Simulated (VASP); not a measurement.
VASP 6.6.1 run: Zn₂C

INCAR

```
IBRION = -1
NBANDS = 21
PREC = Accurate
SIGMA = 0.02
LCHARG = .FALSE.
LREAL = .FALSE.
EDIFF = 1E-7
ENCUT = 520
LWAVE = .FALSE.
ISMEAR = -1
NSW = 0
NELM = 120
GGA = CA
LASPH = .TRUE.
ISIF = 2
```

KPOINTS

```
KPOINTS created by Atomic Simulation Environment
0
Monkhorst-Pack
8 8 8
0 0 0
```

POSCAR

```
C  Zn
 1.0000000000000000
    -0.0000000000000000    2.5779490358415575    2.5779490358415575
     2.5779490358415575   -0.0000000000000000    2.5779490358415575
     2.5779490358415575    2.5779490358415575    0.0000000000000000
 C   Zn
   1   2
Cartesian
  0.0000000000000000 -0.0000000000000000  0.0000000000000000
  1.2889745179207788  1.2889745179207788  1.2889745179207788
  3.8669235537623363  3.8669235537623363  3.8669235537623363
```

The recommended LDA PAW datasets give the neutral cell 28 valence electrons.

Command

```
mpirun -np 1 vasp_std
```

How does this run end, and what does it give?

It converged. Results: gap between bands v and c on the k mesh 0.64 eV; least direct gap on the k mesh 0.64 eV; pressure -6.5 GPa. Band v is the last that the valence electrons fill when counted band by band, and c is the next.

OSZICAR

```
N       E                     dE             d eps       ncg     rms          rms(c)
DAV:   1     0.144986487011E+03    0.14499E+03   -0.14162E+04  2584   0.207E+03
DAV:   2    -0.273499872166E+01   -0.14772E+03   -0.14087E+03  2585   0.334E+02
DAV:   3    -0.135591405786E+02   -0.10824E+02   -0.10656E+02  2885   0.909E+01
DAV:   4    -0.137446864319E+02   -0.18555E+00   -0.18537E+00  2680   0.115E+01
DAV:   5    -0.137458805372E+02   -0.11941E-02   -0.11941E-02  2903   0.877E-01    0.993E+00
DAV:   6    -0.118754036251E+02    0.18705E+01   -0.49194E+00  3685   0.517E+01    0.712E+00
DAV:   7    -0.118608795989E+02    0.14524E-01   -0.80598E-01  2851   0.115E+01    0.376E+00
DAV:   8    -0.118349925740E+02    0.25887E-01   -0.65643E-02  2808   0.174E+00    0.105E+00
DAV:   9    -0.118318250374E+02    0.31675E-02   -0.41245E-03  3230   0.648E-01    0.138E-01
DAV:  10    -0.118317390863E+02    0.85951E-04   -0.94651E-04  3271   0.244E-01    0.705E-02
DAV:  11    -0.118317494912E+02   -0.10405E-04   -0.12678E-04  2720   0.850E-02    0.286E-02
DAV:  12    -0.118317466474E+02    0.28438E-05   -0.93685E-06  3089   0.225E-02    0.671E-03
DAV:  13    -0.118317461288E+02    0.51858E-06   -0.11510E-06  2725   0.965E-03    0.269E-03
DAV:  14    -0.118317460175E+02    0.11131E-06   -0.48022E-07  3128   0.919E-03    0.135E-03
DAV:  15    -0.118317460194E+02   -0.18781E-08   -0.49977E-08  1542   0.172E-03
   1 F= -.11831746E+02 E0= -.11831746E+02  d E =-.820092E-09
```

The shifted mesh misses Γ, so a band edge there is missed.

For comparison, a separate LDA run of the intended cell, on usual settings and not on those above, gives a gap of 0.00 eV on its mesh and a pressure of -6.5 GPa.
